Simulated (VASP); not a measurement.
A convergence study with VASP on HgSe (zinc blende): one setting is varied, all else stays as given below, so the limit is that of these other settings.

```
CELL_PARAMETERS angstrom
      0.00000     3.04000     3.04000
      3.04000     0.00000     3.04000
      3.04000     3.04000     0.00000
ATOMIC_POSITIONS crystal
  Hg 0.00000 0.00000 0.00000
  Se 0.25000 0.25000 0.25000
```

Method: PBE GGA, VASP's PBE PAW potentials (set 64) (plane waves; VASP 6.6.1). The tightest run used: 550 eV cut-off, 16×16×16 Γ-centred mesh, tetrahedra with Blöchl corrections, potentials Hg Se.

| setting | E (eV/atom) | pressure (GPa) | irreducible k-points |
|---|---|---|---|
| 3×3×3 mesh | -1.8790 | 6.18 | 4 |
| 4×4×4 mesh | -1.9710 | 5.34 | 8 |
| 5×5×5 mesh | -1.9944 | 5.09 | 10 |

Task: These are the cheaper rows. Estimate the results at 16×16×16 mesh, and how far the last row shown lies from them.

Result: 
```csv
quantity,tightest run,last row shown is off by
E (eV/atom),-2.0059,0.0115
pressure (GPa),4.95,0.14
```

Left out are rungs that failed or repeat a setting and relaxations that didn't move; long series are thinned to 24 rows.

The compound is HgSe in the zinc blende structure. The cell was not relaxed at this level.
